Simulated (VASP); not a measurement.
A run of VASP 6.6.1 is set up as follows.

INCAR

```
SYSTEM = Ta3AsAu2O13
PREC = Accurate ; ENCUT = 600
EDIFF = 1E-6 ; ISMEAR = -1
SIGMA = 0.05 ; LREAL = .False.
LASPH = .True. ; NELM = 60
ALGO = Normal ; ISIF = 3
LWAVE = .False. ; LCHARG = .False.
GGA = PE ; IVDW = 11
IBRION = 2 ; NSW = 60
EDIFFG = -0.01 ; KPAR = 4
```

File KPOINTS:

```
Automatic mesh
0
Gamma
  6 5 3
  0 0 0
```

File POSCAR:

```
Ta3AsAu2O13
1.0
    5.4020100000      0.0000000000      0.0000000000
   -2.0180000000      5.6072900000      0.0000000000
   -0.7204700000     -1.8688200000      8.4406000000
Ta As Au O
3 1 2 13
Direct
    0.3738600000      0.5888500000      0.5983100000
    0.4623600000      0.2662700000      0.1868900000
    0.7083000000      0.8674600000      0.0276100000
    0.9787700000      0.9823600000      0.6537100000
    0.1038800000      0.5399800000      0.1723700000
    0.6630200000      0.3202200000      0.8052200000
    0.0619600000      0.0357700000      0.1415800000
    0.9818200000      0.0145700000      0.8513000000
    0.1115200000      0.2705500000      0.6150800000
    0.1602700000      0.8119900000      0.5836400000
    0.4305500000      0.5336000000      0.0677700000
    0.9117100000      0.6127500000      0.9808100000
    0.6040600000      0.1575400000      0.9862600000
    0.5556500000      0.9871300000      0.2098400000
    0.3075600000      0.4547300000      0.3500600000
    0.7966800000      0.5055600000      0.2865900000
    0.6638000000      0.8813100000      0.5510600000
    0.4714500000      0.7175100000      0.8174200000
    0.6527900000      0.4518400000      0.6144900000
```

Potentials or basis: VASP PAW PBE potentials, release 64 (Ta_pv, As, Au, O).

The run is started by

```console
$ cat potpaw_PBE.64/Ta_pv/POTCAR potpaw_PBE.64/As/POTCAR potpaw_PBE.64/Au/POTCAR potpaw_PBE.64/O/POTCAR > POTCAR
$ mpirun -np 4 vasp_std > vasp.out
```

Q: What does it give for the relaxed cell?

A: a = 5.387 Å, b = 5.925 Å, c = 8.523 Å, α = 99.98°, β = 94.78°, γ = 109.79°.

Q: Estimate the dispersion energy per atom.

A: -0.197 eV.

Q: What does it give for the space group after relaxing (to 0.05 Å)?

A: P1 (No. 1).

Final structure:
```
CELL_PARAMETERS angstrom
5.38666 0.00320 0.00344
-2.00903 5.57444 0.00960
-0.71383 -1.84243 8.29127
ATOMIC_POSITIONS crystal
Ta 0.36699 0.59225 0.59795
Ta 0.46446 0.26008 0.18960
Ta 0.71234 0.86473 0.03136
As 0.97376 0.98295 0.65364
Au 0.10476 0.53903 0.16937
Au 0.65882 0.31227 0.79731
O 0.06917 0.02931 0.14856
O 0.98629 0.01177 0.85604
O 0.10974 0.27531 0.61721
O 0.15544 0.81481 0.57631
O 0.43126 0.52881 0.06545
O 0.91115 0.60815 0.97443
O 0.60271 0.15179 0.98531
O 0.56750 0.98721 0.21952
O 0.30893 0.45723 0.34985
O 0.79921 0.51024 0.28754
O 0.65533 0.89678 0.55325
O 0.46857 0.71883 0.81960
O 0.65357 0.45845 0.60771
```
